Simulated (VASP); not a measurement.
Here is the system:

```
BaF2
1.0
    0.00000     3.10577     3.06791
    3.16760     0.00000     3.06791
    3.16760     3.10577     0.00000
Ba F
1 2
Direct
  0.00000   0.00000   0.00000
  0.25000   0.25000   0.25000
  0.74350   0.75650   0.75650
```

Method: PBE GGA, VASP's PBE PAW potentials (set 64) (plane waves; VASP). Run with 520 eV cut-off, 6×6×6 Γ-centred mesh, first-order Methfessel-Paxton smearing of 0.10 eV, potentials Ba_sv F.

Task: Estimate the energy per atom (σ→0), pressure, largest force.

Result: 
* **energy per atom (σ→0)**: -5.704 eV/atom
* **pressure**: 1.54 GPa
* **largest force**: 0.00462 Ry/bohr

The absolute energy has meaning only against runs of the same code, potentials and settings.

The compound is BaF2 in the fluorite structure. The cell was not relaxed at this level, atoms are displaced from their ideal sites. The run is one of a series of settings (ISMEAR = 1, SIGMA = 0.1 against the base run), some of them coarse on purpose.
